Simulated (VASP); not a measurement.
VASP input:

File KPOINTS:
```
Regular mesh
0
gamma
 8 8 8
0 0 0
```

### POSCAR
```
GaSe
1
    1.8749299036     1.0824913635     8.0944056223
   -1.8749299036     1.0824913635     8.0944056223
   -0.0000000000    -2.1649827269     8.0944056223
Ga Se
2 2
Direct
  0.9498305605   0.9498305605   0.9498305605
  0.0498248134   0.0498248134   0.0498248134
  0.2349742413   0.2349742413   0.2349742413
  0.4313833847   0.4313833847   0.4313833847
```

INCAR:
```
# general
SYSTEM =GaSe
PREC   =Accurate
ENCUT  =400
LREAL  =F
LASPH  =T

# electronic loop
EDIFF  =1E-7
NELM   =100
ALGO   =Normal
LMAXMIX=4

# smearing
ISMEAR =-5

# functional
GGA    =PS

# ions
ISIF   =2

# output
LWAVE  =F
LCHARG =T
LORBIT =11
NEDOS  =601

# other
LEFG   =T
```

POTCAR, in this order: Ga_d Se (PBE.64 set). Program: vasp_std.

Task: Write an equivalent input for Quantum ESPRESSO's pw.x.

Result: One equivalent input (not run):
```
&CONTROL
  calculation = 'scf'
  pseudo_dir = './pseudo'
  outdir = './out'
  tprnfor = .true.
  tstress = .true.
/
&SYSTEM
  ibrav = 0
  nat = 4
  ntyp = 2
  ecutwfc = 86
  occupations = 'tetrahedra'
  input_dft = 'pbesol'
/
&ELECTRONS
  conv_thr = 7.3e-09
  electron_maxstep = 100
/
ATOMIC_SPECIES
  Ga 69.723 Ga.upf
  Se 78.971 Se.upf
CELL_PARAMETERS angstrom
     1.8749299    1.0824914    8.0944056
    -1.8749299    1.0824914    8.0944056
    -0.0000000   -2.1649827    8.0944056
ATOMIC_POSITIONS crystal
  Ga   0.9498306  0.9498306  0.9498306
  Ga   0.0498248  0.0498248  0.0498248
  Se   0.2349742  0.2349742  0.2349742
  Se   0.4313834  0.4313834  0.4313834
K_POINTS automatic
  8 8 8 0 0 0
```
Limits of the translation: the potentials are each code's own (VASP's PAW set, PseudoDojo norm-conserving files in pw.x), so ENCUT and ecutwfc are chosen apart and not converted; conv_thr bounds pw.x's estimated SCF error, while EDIFF bounds the energy change between steps; the field gradients of LEFG aren't asked of the other code.

The structure comes from a computed database's GaSe entry (R3m); how it stands against other phases isn't given here. It was relaxed first, which changed the volume by -8 %.
